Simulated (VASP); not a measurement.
Calculation: PBEsol GGA, VASP's PBE PAW potentials (set 64) (plane waves; VASP).

VASP ran on this input.

### KPOINTS
```
Automatic mesh
0
Gamma
6 6 4
0 0 0
```

**POSCAR**
```
PbO
1.0
  4.1854809644   0.0000000000   0.0000000000
 -2.0927404823   3.6247323243   0.0000000000
  0.0000000000   0.0000000000   5.5370082902
Pb O
2 2
direct
  0.3333330000   0.6666670000   0.9756426461
  0.6666670000   0.3333330000   0.4756426461
  0.3333330000   0.6666670000   0.3993573539
  0.6666670000   0.3333330000   0.8993573539
```

**INCAR**
```
LASPH=.TRUE.
EDIFFG=-0.02   ! ionic stop
LREAL=.FALSE.   ! projection in real space or not
GGA=PS   ! PBEsol
ISIF=3   ! ions, shape and volume
ISMEAR=0   ! Gaussian
EDIFF=1E-6   ! SCF stop (eV)
PSTRESS=50
LMAXMIX=4   ! l cut-off of mixed one-centre charges
SYSTEM=PbO
NELM=100   ! most electronic steps
PREC=Accurate
SIGMA=0.05   ! width (eV)
ENCUT=620   ! plane-wave cut-off (eV)
LCHARG=.FALSE.
ALGO=Normal   ! blocked Davidson
NSW=40
LWAVE=.FALSE.
IBRION=2   ! conjugate gradients
```

POTCAR, in this order: Pb_d O (PBE.64 set). Program: vasp_std.

Output

**OSZICAR**
```
...
DAV:   6    -0.220724674277E+02    0.37159E-06   -0.48759E-06  1112   0.301E-02
   4 F= -.19606001E+02 E0= -.19606001E+02  d E =-.314422E-02
       N       E                     dE             d eps       ncg     rms          rms(c)
DAV:   1    -0.220648077528E+02    0.76600E-02   -0.16556E+00  1008   0.980E+00    0.339E-01
DAV:   2    -0.220694961192E+02   -0.46884E-02   -0.77088E-02  1208   0.237E+00    0.146E-01
DAV:   3    -0.220691042506E+02    0.39187E-03   -0.39708E-03  1520   0.802E-01    0.823E-02
DAV:   4    -0.220689013739E+02    0.20288E-03   -0.83493E-04  1552   0.407E-01    0.227E-02
DAV:   5    -0.220689053008E+02   -0.39269E-05   -0.10833E-04  1168   0.105E-01    0.117E-02
DAV:   6    -0.220689047091E+02    0.59164E-06   -0.77001E-06  1336   0.360E-02
   5 F= -.19607408E+02 E0= -.19607408E+02  d E =-.455079E-02
       N       E                     dE             d eps       ncg     rms          rms(c)
DAV:   1    -0.220729158816E+02   -0.40106E-02   -0.13542E+00  1040   0.879E+00    0.455E-01
DAV:   2    -0.220725815757E+02    0.33431E-03   -0.59822E-02  1488   0.256E+00    0.266E-01
DAV:   3    -0.220699864004E+02    0.25952E-02   -0.37108E-03  1528   0.851E-01    0.820E-02
DAV:   4    -0.220697938711E+02    0.19253E-03   -0.11853E-03  1496   0.346E-01    0.167E-02
DAV:   5    -0.220697981520E+02   -0.42808E-05   -0.88358E-05  1104   0.944E-02    0.965E-03
DAV:   6    -0.220697986599E+02   -0.50797E-06   -0.10296E-05  1280   0.389E-02    0.404E-03
DAV:   7    -0.220697984454E+02    0.21457E-06   -0.16079E-06   688   0.984E-03
   6 F= -.19610474E+02 E0= -.19610474E+02  d E =-.306681E-02
       N       E                     dE             d eps       ncg     rms          rms(c)
DAV:   1    -0.220966233465E+02   -0.26825E-01   -0.12113E+01  1024   0.261E+01    0.138E+00
DAV:   2    -0.220942256657E+02    0.23977E-02   -0.54728E-01  1456   0.742E+00    0.801E-01
DAV:   3    -0.220716303469E+02    0.22595E-01   -0.38560E-02  1512   0.250E+00    0.279E-01
DAV:   4    -0.220692804146E+02    0.23499E-02   -0.11408E-02  1480   0.111E+00    0.482E-02
DAV:   5    -0.220693558542E+02   -0.75440E-04   -0.10043E-03  1080   0.308E-01    0.320E-02
DAV:   6    -0.220693608948E+02   -0.50406E-05   -0.10132E-04  1328   0.971E-02    0.144E-02
DAV:   7    -0.220693589384E+02    0.19564E-05   -0.18937E-05  1320   0.373E-02    0.293E-03
DAV:   8    -0.220693588432E+02    0.95242E-07   -0.34382E-06   984   0.276E-02
   7 F= -.19616952E+02 E0= -.19616952E+02  d E =-.954418E-02
       N       E                     dE             d eps       ncg     rms          rms(c)
DAV:   1    -0.221609454201E+02   -0.91586E-01   -0.48431E+01  1008   0.517E+01    0.281E+00
DAV:   2    -0.221536024694E+02    0.73430E-02   -0.22654E+00  1448   0.147E+01    0.165E+00
DAV:   3    -0.220611754105E+02    0.92427E-01   -0.17572E-01  1480   0.488E+00    0.630E-01
DAV:   4    -0.220493064631E+02    0.11869E-01   -0.51505E-02  1456   0.233E+00    0.106E-01
DAV:   5    -0.220496893461E+02   -0.38288E-03   -0.48797E-03  1080   0.654E-01    0.736E-02
DAV:   6    -0.220497009330E+02   -0.11587E-04   -0.44686E-04  1392   0.193E-01    0.303E-02
DAV:   7    -0.220496980339E+02    0.28990E-05   -0.80848E-05  1544   0.911E-02    0.651E-03
DAV:   8    -0.220496985484E+02   -0.51444E-06   -0.97420E-06  1352   0.404E-02
   8 F= -.19612936E+02 E0= -.19612936E+02  d E =-.552836E-02
       N       E                     dE             d eps       ncg     rms          rms(c)
DAV:   1    -0.221722136701E+02   -0.12252E+00   -0.24977E+01  1256   0.395E+01    0.196E+00
DAV:   2    -0.221174936682E+02    0.54720E-01   -0.63935E-01  1304   0.904E+00    0.111E+00
DAV:   3    -0.220669339930E+02    0.50560E-01   -0.85504E-02  1544   0.391E+00    0.215E-01
DAV:   4    -0.220661460178E+02    0.78798E-03   -0.14604E-02  1480   0.117E+00    0.607E-02
DAV:   5    -0.220661510981E+02   -0.50803E-05   -0.90735E-04  1176   0.462E-01    0.222E-02
DAV:   6    -0.220661491752E+02    0.19229E-05   -0.74951E-05  1544   0.837E-02    0.118E-02
DAV:   7    -0.220661508094E+02   -0.16342E-05   -0.12397E-05  1280   0.530E-02    0.561E-03
DAV:   8    -0.220661511157E+02   -0.30624E-06   -0.21725E-06   792   0.226E-02
   9 F= -.19618377E+02 E0= -.19618377E+02  d E =-.109689E-01
       N       E                     dE             d eps       ncg     rms          rms(c)
DAV:   1    -0.220657901314E+02    0.36068E-03   -0.23643E-01  1080   0.370E+00    0.193E-01
DAV:   2    -0.220656378102E+02    0.15232E-03   -0.98264E-03  1464   0.106E+00    0.112E-01
DAV:   3    -0.220651643490E+02    0.47346E-03   -0.68734E-04  1528   0.371E-01    0.322E-02
DAV:   4    -0.220651368135E+02    0.27535E-04   -0.20335E-04  1496   0.140E-01    0.729E-03
DAV:   5    -0.220651374468E+02   -0.63330E-06   -0.14114E-05  1120   0.386E-02    0.400E-03
DAV:   6    -0.220651375906E+02   -0.14376E-06   -0.12326E-06   600   0.158E-02
  10 F= -.19618412E+02 E0= -.19618412E+02  d E =-.110047E-01
       N       E                     dE             d eps       ncg     rms          rms(c)
DAV:   1    -0.220621490822E+02    0.29884E-02   -0.58448E+00  1336   0.202E+01    0.941E-01
DAV:   2    -0.220529565791E+02    0.91925E-02   -0.17339E-01  1168   0.390E+00    0.301E-01
DAV:   3    -0.220504593222E+02    0.24973E-02   -0.13881E-02  1568   0.185E+00    0.136E-01
DAV:   4    -0.220500575105E+02    0.40181E-03   -0.31110E-03  1520   0.728E-01    0.413E-02
DAV:   5    -0.220500689456E+02   -0.11435E-04   -0.23039E-04  1400   0.154E-01    0.190E-02
DAV:   6    -0.220500722339E+02   -0.32883E-05   -0.49231E-05  1512   0.968E-02    0.855E-03
DAV:   7    -0.220500722712E+02   -0.37360E-07   -0.12834E-05  1536   0.420E-02    0.217E-03
DAV:   8    -0.220500721983E+02    0.72972E-07   -0.79953E-07   600   0.893E-03
  11 F= -.19619708E+02 E0= -.19619708E+02  d E =-.129616E-02
       N       E                     dE             d eps       ncg     rms          rms(c)
DAV:   1    -0.220503522065E+02   -0.27994E-03   -0.16984E-03  1344   0.357E-01    0.158E-02
DAV:   2    -0.220503499578E+02    0.22487E-05   -0.47687E-05  1176   0.659E-02    0.497E-03
DAV:   3    -0.220503492066E+02    0.75120E-06   -0.31165E-06   672   0.315E-02
  12 F= -.19619709E+02 E0= -.19619709E+02  d E =-.129683E-02
       N       E                     dE             d eps       ncg     rms          rms(c)
DAV:   1    -0.220723334575E+02   -0.21983E-01   -0.18106E+00  1352   0.139E+01    0.680E-01
DAV:   2    -0.220645759658E+02    0.77575E-02   -0.65691E-02  1192   0.267E+00    0.214E-01
DAV:   3    -0.220630951763E+02    0.14808E-02   -0.57698E-03  1344   0.138E+00    0.886E-02
DAV:   4    -0.220629180519E+02    0.17712E-03   -0.15633E-03  1520   0.492E-01    0.229E-02
DAV:   5    -0.220629168132E+02    0.12387E-05   -0.85138E-05  1240   0.954E-02    0.107E-02
DAV:   6    -0.220629142060E+02    0.26072E-05   -0.14020E-05  1496   0.592E-02    0.329E-03
DAV:   7    -0.220629141739E+02    0.32072E-07   -0.21814E-06   752   0.219E-02
  13 F= -.19619283E+02 E0= -.19619283E+02  d E =0.426199E-03
       N       E                     dE             d eps       ncg     rms          rms(c)
DAV:   1    -0.220591297010E+02    0.37845E-02   -0.73276E-01  1344   0.860E+00    0.442E-01
DAV:   2    -0.220558936054E+02    0.32361E-02   -0.28126E-02  1208   0.171E+00    0.139E-01
DAV:   3    -0.220552871844E+02    0.60642E-03   -0.24643E-03  1408   0.873E-01    0.590E-02
DAV:   4    -0.220552146408E+02    0.72544E-04   -0.65671E-04  1512   0.319E-01    0.147E-02
DAV:   5    -0.220552188612E+02   -0.42204E-05   -0.36775E-05  1256   0.607E-02    0.690E-03
DAV:   6    -0.220552213010E+02   -0.24398E-05   -0.55061E-06  1040   0.378E-02    0.246E-03
DAV:   7    -0.220552215574E+02   -0.25645E-06   -0.14072E-06   640   0.171E-02
  14 F= -.19619929E+02 E0= -.19619929E+02  d E =-.220021E-03
```

OUTCAR:
```
------------------------ aborting loop because EDIFF is reached ----------------------------------------
  FORCE on cell =-STRESS in cart. coord.  units (eV):
  Direction    XX          YY          ZZ          XY          YZ          ZX
  --------------------------------------------------------------------------------------
  Total        2.4203102      2.4203086      2.4295217     -0.0000000      0.0000000      0.0000000
  in kB       49.6923949     49.6923617     49.8815197     -0.0000000      0.0000000      0.0000000
  external PRESSURE =      -0.2445746 kB  Pullay stress =      50.0000000 kB
  volume of cell :       78.04
      direct lattice vectors                 reciprocal lattice vectors
     4.137502038 -0.000000000  0.000000000     0.241691724  0.139540828 -0.000000000
    -2.068751019  3.583180676 -0.000000000     0.000000000  0.279081657  0.000000000
     0.000000000 -0.000000000  5.263622809     0.000000000  0.000000000  0.189983218
 POSITION                                       TOTAL-FORCE (eV/Angst)
 -----------------------------------------------------------------------------------
     -0.00000      2.38879      5.06698        -0.000000     -0.000000     -0.001404
      2.06875      1.19439      2.43517         0.000000     -0.000000     -0.001404
     -0.00000      2.38879      2.17050         0.000000      0.000000      0.001404
      2.06875      1.19439      4.80231         0.000000     -0.000000      0.001404
 -----------------------------------------------------------------------------------
    total drift:                               -0.002954      0.001706     -0.001501
  FREE ENERGIE OF THE ION-ELECTRON SYSTEM (eV)
  ---------------------------------------------------
  free  energy   TOTEN  =       -22.0552215574 eV

  energy  without entropy=      -22.0552215574  energy(sigma->0) =      -22.05522156
  enthalpy is  TOTEN    =       -19.6199291758 eV   P V=        2.4352923817

 reached required accuracy - stopping structural energy minimisation
```
(Selected blocks of OUTCAR.)

File CONTCAR:
```
PbO
   1.00000000000000
     4.1375020380156053   -0.0000000000763881    0.0000000000000000
    -2.0687510191728107    3.5831806759217621   -0.0000000000000000
     0.0000000000000000   -0.0000000000000000    5.2636228093443647
  Pb              O
     2     2
Direct
     0.3333330000000032    0.6666669999999968    0.9626416058504754
     0.6666669999999968    0.3333330000000032    0.4626416058504755
     0.3333330000000032    0.6666669999999968    0.4123583941495245
     0.6666669999999968    0.3333330000000032    0.9123583941495246
```

**OUTCAR**
```
 val. band max:        5.8119658450   @ k =   0.3333   0.3333   0.5000

 cond. band min:       7.2443512271   @ k =   0.5000  -0.0000   0.5000


 Fermi energy:         6.0819116392

 k-point     1 :       0.0000    0.0000    0.0000
  band No.  band energies     occupation
      1     -12.6315      2.00000
      2     -12.5427      2.00000
      3     -10.6491      2.00000
      4     -10.6491      2.00000
      5     -10.5957      2.00000
      6     -10.5957      2.00000
      7     -10.5947      2.00000
      8     -10.5947      2.00000
      9     -10.5287      2.00000
     10     -10.4289      2.00000
     11     -10.4289      2.00000
     12      -9.4166      2.00000
     13      -1.2637      2.00000
     14      -1.0168      2.00000
     15       1.2446      2.00000
     16       2.1094      2.00000
     17       2.1095      2.00000
     18       2.9662      2.00000
     19       2.9966      2.00000
     20       2.9966      2.00000
     21       9.6271      0.00000
     22      10.1246      0.00000
     23      10.1247      0.00000
     24      10.9070      0.00000

 k-point     2 :       0.1667    0.0000    0.0000
  band No.  band energies     occupation
      1     -12.6124      2.00000
      2     -12.5272      2.00000
      3     -10.6569      2.00000
      4     -10.6365      2.00000
      5     -10.5860      2.00000
      6     -10.5796      2.00000
      7     -10.5642      2.00000
      8     -10.5286      2.00000
      9     -10.4924      2.00000
     10     -10.4462      2.00000
     11     -10.4198      2.00000
     12      -9.4331      2.00000
     13      -1.5462      2.00000
     14      -1.2304      2.00000
     15       0.6322      2.00000
     16       1.8412      2.00000
     17       2.8295      2.00000
     18       2.8817      2.00000
     19       3.1041      2.00000
     20       3.3874      2.00000
     21       8.7960      0.00000
     22       9.6566      0.00000
     23      10.3056      0.00000
     24      10.4391      0.00000
...
```

Energy and stress use the plane-wave basis of the starting cell. Unless said otherwise, spin-orbit coupling is left out, though it shifts the bands of the heavy elements here.

The structure was generated: PbO was put into the wurtzite type (P6_3mc), which need not be its known phase. This run relaxes it under an external pressure of 5 GPa. Symmetry was kept, so distortions that lower it aren't found.
